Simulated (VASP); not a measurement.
TaMo2C3:

```
Ta Mo C
1.0
     3.71649    0.00000    0.00000
    -1.85824    3.21857    0.00000
     0.00000    0.00000    7.96148
Ta Mo C
1 2 3
Direct
  0.00000 0.00000 0.00000
  0.66667 0.33333 0.79429
  0.66667 0.33333 0.20571
  0.00000 0.00000 0.50000
  0.33333 0.66667 0.50000
  0.66667 0.33333 0.50000
```

The cell was built by a generator and needn't be a form met in nature.

```yaml
Program: VASP 6.6.1
Task: relaxation of cell and atoms
Functional: PBE
Potentials_or_basis: VASP PAW PBE potentials, release 64 (Ta_pv, Mo_sv, C)
Cutoff: 520 eV
k_mesh: 5 × 5 × 2
Occupations: gaussian, width 0.15 eV
Spin: no spin polarisation
```

At the start: pressure -20.3 GPa; volume 15.87 Å³/atom.

**Question.** Where does the relaxation end?

**Answer.** Over 8 steps the energy falls by 456.6 meV/atom and the volume is 12.41 Å³/atom (-21.8 %); space group P-6m2 (No. 187, to 0.05 Å).

Step by step:
```csv
step,energy change (eV),largest force (eV/Å),pressure (GPa),volume (Å³)
1,0.0000,2.0244,-20.32,95.23
2,-1.1022,3.5022,26.87,70.08
3,-1.5190,3.2263,4.63,77.40
4,-2.4674,0.1953,7.65,73.30
5,-2.5114,0.4435,9.53,72.26
6,-2.5623,0.1911,-10.67,78.88
7,-2.7124,0.2947,-2.36,75.70
8,-2.7396,0.0242,-0.19,74.45
```

Final structure:
```
Ta Mo C
1.0
     3.22942    0.00000    0.00000
    -1.61471    2.79676    0.00000
     0.00000    0.00000    8.24351
Ta Mo C
1 2 3
Direct
  0.00000 0.00000 0.00000
  0.66667 0.33333 0.75657
  0.66667 0.33333 0.24343
  0.00000 0.00000 0.50000
  0.33333 0.66667 0.50000
  0.66667 0.33333 0.50000
```

Caveat: the k mesh is coarse (spacing up to 0.39 Å⁻¹), so the values aren't converged; the volume moved by over 15 % at a fixed basis, so the end points are rough.
